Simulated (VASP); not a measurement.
Output of a VASP run:

File OUTCAR:
```
 ion  position               nearest neighbor table
   1  0.000  0.000  0.000-   3 1.94   6 1.94   5 1.96   4 1.96   4 1.96   5 1.96   2 3.53   2 3.53
                             2 3.53   2 3.53   2 3.53   2 3.53   2 3.53   2 3.53
   2  0.500  0.500  0.500-   4 1.94   5 1.94   3 1.96   6 1.96   3 1.96   6 1.96   1 3.53   1 3.53
                             1 3.53   1 3.53   1 3.53   1 3.53   1 3.53   1 3.53
   3  0.304  0.304  0.000-   1 1.94   2 1.96   2 1.96
   4  0.804  0.196  0.500-   2 1.94   1 1.96   1 1.96
   5  0.196  0.804  0.500-   2 1.94   1 1.96   1 1.96
   6  0.696  0.696  0.000-   1 1.94   2 1.96   2 1.96
  LATTYP: Found a simple tetragonal cell.
 ALAT       =     4.5200000000
 C/A-ratio  =     0.6681415929
 Subroutine PRICEL returns:
 Original cell was already a primitive cell.
 Subroutine GETGRP returns: Found 16 space group operations
The static configuration has the point symmetry D_2h.
 The point group associated with its full space group is D_4h.
The dynamic configuration has the point symmetry D_2h.
 Subroutine INISYM returns: Found 16 space group operations
 Subroutine IBZKPT returns following result:
 Found     24 irreducible k-points:

 Following reciprocal coordinates:
            Coordinates               Weight
  0.000000  0.000000  0.000000      1.000000
  0.200000  0.000000  0.000000      4.000000
  0.400000  0.000000  0.000000      4.000000
  0.200000  0.200000  0.000000      4.000000
  0.400000  0.200000  0.000000      8.000000
  0.400000  0.400000  0.000000      4.000000
  0.000000  0.000000  0.142857      2.000000
  0.200000  0.000000  0.142857      8.000000
  0.400000  0.000000  0.142857      8.000000
  0.200000  0.200000  0.142857      8.000000
  0.400000  0.200000  0.142857     16.000000
  0.400000  0.400000  0.142857      8.000000
  0.000000  0.000000  0.285714      2.000000
  0.200000  0.000000  0.285714      8.000000
  0.400000  0.000000  0.285714      8.000000
  0.200000  0.200000  0.285714      8.000000
  0.400000  0.200000  0.285714     16.000000
  0.400000  0.400000  0.285714      8.000000
  0.000000  0.000000  0.428571      2.000000
  0.200000  0.000000  0.428571      8.000000
  0.400000  0.000000  0.428571      8.000000
  0.200000  0.200000  0.428571      8.000000
  0.400000  0.200000  0.428571     16.000000
  0.400000  0.400000  0.428571      8.000000
   k-points           NKPTS =     24   k-points in BZ     NKDIM =     24   number of bands    NBANDS=      8
   number of dos      NEDOS =    301   number of ions     NIONS =      6
   total plane-waves  NPLWV =  31104
   dimension x,y,z NGX =    36 NGY =   36 NGZ =   24
   dimension x,y,z NGXF=    72 NGYF=   72 NGZF=   48
   ions per type =               2   4
   PREC   = accura    normal or accurate (medium, high low for compatibility)
   ISTART =      0    job   : 0-new  1-cont  2-samecut
   ICHARG =      2    charge: 1-file 2-atom 10-const
   ISPIN  =      1    spin polarized calculation?
   LNONCOLLINEAR =      F non collinear calculations
   LSORBIT =      F    spin-orbit coupling
   INIWAV =      1    electr: 0-lowe 1-rand  2-diag
   ENCUT  =  520.0 eV  38.22 Ry    6.18 a.u.   8.40  8.40  5.62*2*pi/ulx,y,z
   NELM   =    100;   NELMIN=  2; NELMDL= -5     # of ELM steps
   EDIFF  = 0.1E-05   stopping-criterion for ELM
   LREAL  =      F    real-space projection
   NLSPLINE    = F    spline interpolate recip. space projectors
   LMAXMIX     =    2 max onsite mixed and CHGCAR
   VOSKOWN=      0    Vosko Wilk Nusair interpolation
   EDIFFG = -.2E-01   stopping-criterion for IOM
   NSW    =     60    number of steps for IOM
   NBLOCK =      1;   KBLOCK =     60    inner block; outer block
   IBRION =      2    ionic relax: 0-MD 1-quasi-New 2-CG
   NFREE  =      1    steps in history (QN), initial steepest desc. (CG)
   ISIF   =      3    stress and relaxation
   ISYM   =      2    0-nonsym 1-usesym 2-fastsym
   TEIN   =    0.0    initial temperature
   TEBEG  =    0.0;   TEEND  =   0.0 temperature during run
   SMASS  =  -3.00    Nose mass-parameter (am)
   PSTRESS=    0.0 pullay stress
   NELECT =       8.0000    total number of electrons
...
```

**OSZICAR**
```
       N       E                     dE             d eps       ncg     rms          rms(c)
DAV:   1     0.123949541350E+01    0.12395E+01   -0.31697E+03   384   0.758E+02
DAV:   2    -0.177020456387E+02   -0.18942E+02   -0.16812E+02   536   0.793E+01
DAV:   3    -0.183164989169E+02   -0.61445E+00   -0.61445E+00   504   0.203E+01
DAV:   4    -0.183177145301E+02   -0.12156E-02   -0.12156E-02   544   0.894E-01
DAV:   5    -0.183177198404E+02   -0.53103E-05   -0.53103E-05   504   0.416E-02    0.598E+00
DAV:   6    -0.175176625008E+02    0.80006E+00   -0.62698E-01   408   0.475E+00    0.309E+00
DAV:   7    -0.172432684389E+02    0.27439E+00   -0.80308E-01   400   0.585E+00    0.463E-01
DAV:   8    -0.172505407676E+02   -0.72723E-02   -0.16074E-02   472   0.102E+00    0.524E-02
DAV:   9    -0.172505736182E+02   -0.32851E-04   -0.28131E-04   536   0.137E-01    0.189E-02
DAV:  10    -0.172506079777E+02   -0.34360E-04   -0.61154E-05   456   0.672E-02    0.679E-03
DAV:  11    -0.172506072700E+02    0.70776E-06   -0.34167E-06   504   0.109E-02
   1 F= -.17250607E+02 E0= -.17250607E+02  d E =-.172506E+02
       N       E                     dE             d eps       ncg     rms          rms(c)
DAV:   1    -0.172520289880E+02   -0.14210E-02   -0.44610E-03   432   0.655E-01    0.381E-02
DAV:   2    -0.172520137204E+02    0.15268E-04   -0.22039E-05   472   0.392E-02    0.215E-02
DAV:   3    -0.172520081442E+02    0.55761E-05   -0.18272E-05   424   0.249E-02    0.214E-03
DAV:   4    -0.172520080595E+02    0.84711E-07   -0.60715E-07   200   0.515E-03
   2 F= -.17252008E+02 E0= -.17252008E+02  d E =-.140079E-02
       N       E                     dE             d eps       ncg     rms          rms(c)
DAV:   1    -0.172525521475E+02   -0.54400E-03   -0.45745E-03   432   0.666E-01    0.385E-02
DAV:   2    -0.172525364267E+02    0.15721E-04   -0.22525E-05   480   0.398E-02    0.217E-02
DAV:   3    -0.172525306996E+02    0.57271E-05   -0.18746E-05   432   0.254E-02    0.218E-03
DAV:   4    -0.172525306267E+02    0.72953E-07   -0.62950E-07   200   0.527E-03
   3 F= -.17252531E+02 E0= -.17252531E+02  d E =-.192336E-02
```

**OUTCAR**
```
------------------------ aborting loop because EDIFF is reached ----------------------------------------
  FORCE on cell =-STRESS in cart. coord.  units (eV):
  Direction    XX          YY          ZZ          XY          YZ          ZX
  --------------------------------------------------------------------------------------
  Total       -0.0407486     -0.0407486      0.0510397      0.0000000      0.0000000      0.0000000
  in kB       -1.0720784     -1.0720784      1.3428318      0.0000000      0.0000000      0.0000000
  external PRESSURE =      -0.2671084 kB  Pullay stress =       0.0000000 kB
  volume of cell :       60.90
      direct lattice vectors                 reciprocal lattice vectors
     4.501008976 -0.000000000  0.000000000     0.222172407  0.000000000  0.000000000
     0.000000000  4.501008976  0.000000000     0.000000000  0.222172407  0.000000000
     0.000000000  0.000000000  3.005918067     0.000000000  0.000000000  0.332677065
 POSITION                                       TOTAL-FORCE (eV/Angst)
 -----------------------------------------------------------------------------------
      0.00000      0.00000      0.00000        -0.000000      0.000000      0.000000
      2.25050      2.25050      1.50296        -0.000000      0.000000      0.000000
      1.36965      1.36965      0.00000         0.002532      0.002532      0.000000
      3.62015      0.88086      1.50296         0.002532     -0.002532     -0.000000
      0.88086      3.62015      1.50296        -0.002532      0.002532      0.000000
      3.13136      3.13136      0.00000        -0.002532     -0.002532     -0.000000
 -----------------------------------------------------------------------------------
    total drift:                                0.000000      0.000000      0.000000
  FREE ENERGIE OF THE ION-ELECTRON SYSTEM (eV)
  ---------------------------------------------------
  free  energy   TOTEN  =       -17.2525306267 eV

  energy  without entropy=      -17.2525306267  energy(sigma->0) =      -17.25253063

 reached required accuracy - stopping structural energy minimisation
```
(Selected blocks of OUTCAR.)

**POSCAR**
```
MgH2
1
    4.5200000000     0.0000000000     0.0000000000
    0.0000000000     4.5200000000     0.0000000000
    0.0000000000     0.0000000000     3.0200000000
Mg H
2 4
Direct
  0.0000000000   0.0000000000   0.0000000000
  0.5000000000   0.5000000000   0.5000000000
  0.3040000000   0.3040000000   0.0000000000
  0.8040000000   0.1960000000   0.5000000000
  0.1960000000   0.8040000000   0.5000000000
  0.6960000000   0.6960000000   0.0000000000
```

Task: Write an INCAR and KPOINTS that could have produced this output.

Result: One answer among several that fit: the input of the run itself, AM05 GGA, plane waves, VASP's PBE PAW potentials (set 64).

**KPOINTS**
```
kpoints
0
Gamma
 5 5 7
```

**INCAR**
```
# general
SYSTEM  =  MgH2
PREC    =  Accurate
ENCUT   =  520   # plane-wave cut-off (eV)
LREAL   =  .FALSE.   # projection in real space or not
LASPH   =  .TRUE.   # aspherical one-centre terms

# electronic loop
EDIFF   =  1E-6   # SCF stop (eV)
NELM    =  100
ALGO    =  Normal   # blocked Davidson

# smearing
ISMEAR  =  0
SIGMA   =  0.05

# functional
GGA     =  AM   # AM05

# ions
IBRION  =  2   # conjugate gradients
NSW     =  60   # most ionic steps
ISIF    =  3   # ions, shape and volume
EDIFFG  =  -0.02   # ionic stop

# output
LWAVE   =  .FALSE.
LCHARG  =  .FALSE.
```

POTCAR, in this order: Mg H (PBE.64 set). Program: vasp_std.

The compound is MgH2 in the rutile structure. This run relaxes it. Symmetry was kept, so distortions that lower it aren't found. The start is the result of an earlier pass.
